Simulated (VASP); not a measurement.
Consider the following.

```
Co
1.0
    2.42453     0.00000     0.00000
   -1.21226     2.09970     0.00000
    0.00000     0.00000     3.90839
Co
2
Direct
  0.33333   0.66667   0.25000
  0.66667   0.33333   0.75000
```

Level of theory: LDA (Ceperley-Alder, Perdew-Zunger), VASP's LDA PAW potentials (set 64) (plane waves; VASP 6.6.1). Numerical set-up: 400 eV cut-off, 19×19×11 Γ-centred mesh, tetrahedra with Blöchl corrections, potentials Co.

The run has a spin-polarised start.

Problem. Tabulate the total density of states (states/eV per cell) against energy (eV; zero at the valence-band maximum or, without a gap, the Fermi level).

Solution. 
(E (eV), DOS (states/eV)): (-9.96, 0.00); (-9.42, 0.00); (-8.88, 0.07); (-8.24, 0.13); (-7.71, 0.17); (-7.17, 0.22); (-6.64, 0.27); (-6.10, 0.37); (-5.46, 0.92); (-4.93, 1.64); (-4.39, 2.24); (-3.86, 2.44); (-3.32, 2.69); (-2.68, 3.95); (-2.14, 3.84); (-1.61, 3.99); (-1.07, 3.99); (-0.43, 5.38); (0.10, 1.64); (0.64, 1.75); (1.17, 4.06); (1.71, 0.68); (2.35, 0.59); (2.88, 0.54); (3.42, 0.48)
Within 2 eV below the Fermi level the largest weight inside VASP's projection spheres is Co d.

The structure comes from a computed database's Co entry (P6_3/mmc); how it stands against other phases isn't given here. It was relaxed first, which changed the volume by -7 %.
